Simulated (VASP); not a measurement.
Output of a VASP run:

### OSZICAR
```
       N       E                     dE             d eps       ncg     rms          rms(c)
DAV:   1     0.221422755013E+02    0.22142E+02   -0.42206E+03  2225   0.699E+02
DAV:   2    -0.271502242853E+01   -0.24857E+02   -0.23658E+02  1936   0.149E+02
DAV:   3    -0.286566013947E+01   -0.15064E+00   -0.15061E+00  2222   0.131E+01
DAV:   4    -0.286590450054E+01   -0.24436E-03   -0.24436E-03  2042   0.489E-01
DAV:   5    -0.286590598235E+01   -0.14818E-05   -0.14812E-05  2160   0.343E-02    0.707E+00
DAV:   6    -0.260711464831E+01    0.25879E+00   -0.10656E+00  1903   0.114E+01    0.438E+00
DAV:   7    -0.259233782384E+01    0.14777E-01   -0.22155E-02  1981   0.162E+00    0.227E+00
DAV:   8    -0.258830613992E+01    0.40317E-02   -0.66668E-04  1929   0.223E-01    0.995E-02
DAV:   9    -0.258831713898E+01   -0.10999E-04   -0.12432E-05  2135   0.389E-02    0.151E-02
DAV:  10    -0.258832274999E+01   -0.56110E-05   -0.27079E-06  2020   0.161E-02    0.609E-03
DAV:  11    -0.258832251266E+01    0.23733E-06   -0.17839E-07   955   0.482E-03
   1 F= -.25883225E+01 E0= -.25839434E+01  d E =-.875832E-02
```

**OUTCAR**
```
------------------------ aborting loop because EDIFF is reached ----------------------------------------
  FORCE on cell =-STRESS in cart. coord.  units (eV):
  Direction    XX          YY          ZZ          XY          YZ          ZX
  --------------------------------------------------------------------------------------
  Total        2.0145809      2.0145809      2.0145809      0.0000000      0.0000000     -0.0000000
  in kB      210.6827307    210.6827307    210.6827307      0.0000000      0.0000000     -0.0000000
  external PRESSURE =     210.6827307 kB  Pullay stress =       0.0000000 kB
  volume of cell :       15.32
      direct lattice vectors                 reciprocal lattice vectors
     0.000000000  1.971267000  1.971267000    -0.253643976  0.253643976  0.253643976
     1.971267000  0.000000000  1.971267000     0.253643976 -0.253643976  0.253643976
     1.971267000  1.971267000  0.000000000     0.253643976  0.253643976 -0.253643976
 POSITION                                       TOTAL-FORCE (eV/Angst)
 -----------------------------------------------------------------------------------
      0.00000      0.00000      0.00000         0.000000     -0.000000      0.000000
 -----------------------------------------------------------------------------------
    total drift:                                0.000000      0.000000      0.000000
  FREE ENERGIE OF THE ION-ELECTRON SYSTEM (eV)
  ---------------------------------------------------
  free  energy   TOTEN  =        -2.5883225127 eV

  energy  without entropy=       -2.5795641961  energy(sigma->0) =       -2.58394335
```
(Selected blocks of OUTCAR.)

File POSCAR:
```
Ag
1
    0.0000000000     1.9712670000     1.9712670000
    1.9712670000     0.0000000000     1.9712670000
    1.9712670000     1.9712670000     0.0000000000
Ag
1
Direct
  0.0000000000   0.0000000000   0.0000000000
```

Q: Write an INCAR and KPOINTS that could have produced this output.

A: Several could match; the one computed here: the input of the run itself, PBE GGA, plane waves, VASP's PBE PAW potentials (set 64).

KPOINTS:
```
Automatic mesh
0
Gamma
14 14 14
0 0 0
```

**INCAR**
```
# general
SYSTEM   =  Ag
PREC     =  Accurate
ENCUT    =  300   # plane-wave cut-off (eV)
LREAL    =  F
LASPH    =  T

# electronic loop
EDIFF    =  1E-6
NELM     =  100   # most electronic steps
ALGO     =  Normal
LMAXMIX  =  4

# smearing
ISMEAR   =  0   # Gaussian
SIGMA    =  0.272

# functional
GGA      =  PE   # PBE

# ions
ISIF     =  2   # forces and stress, cell fixed

# output
LWAVE    =  F
LCHARG   =  F
```

POTCAR, in this order: Ag (PBE.64 set). Program: vasp_std.

At this cut-off the stress carries a Pulay error, which pulls relaxed volumes low.

The structure comes from a computed database's Ag entry; how it stands against other phases isn't given here. The cell was not relaxed at this level, and its volume differs by -4.4 % from the start's.
